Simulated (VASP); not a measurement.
Consider the following.

```
CELL_PARAMETERS angstrom
      2.85464     0.00000     0.00000
      0.00000     2.85464     0.00000
      0.00000     0.00000     2.85464
ATOMIC_POSITIONS crystal
  Al 0.50000 0.50000 0.50000
  Fe 0.00000 0.00000 0.00000
```

Method: revPBE GGA, VASP's PBE PAW potentials (set 64) (plane waves; VASP 6.6.1). Numerical set-up: 520 eV cut-off, 13×13×13 Γ-centred mesh, first-order Methfessel-Paxton smearing of 0.10 eV, potentials Al Fe.

Problem. Give the stress tensor in GPa (positive for a compressed cell).

Solution. 
```
5.72  0.00  0.00
0.00  5.72  0.00
0.00  0.00  5.72
```
The pressure is its mean diagonal, 5.72 GPa.

The compound is FeAl in the CsCl type structure. This cell is one point of a volume scan, at 0.97 of the reference volume. The run is not spin-polarised, so no magnetic state was tried. The electron count is odd and the run is not spin-polarised, which forces a metal.
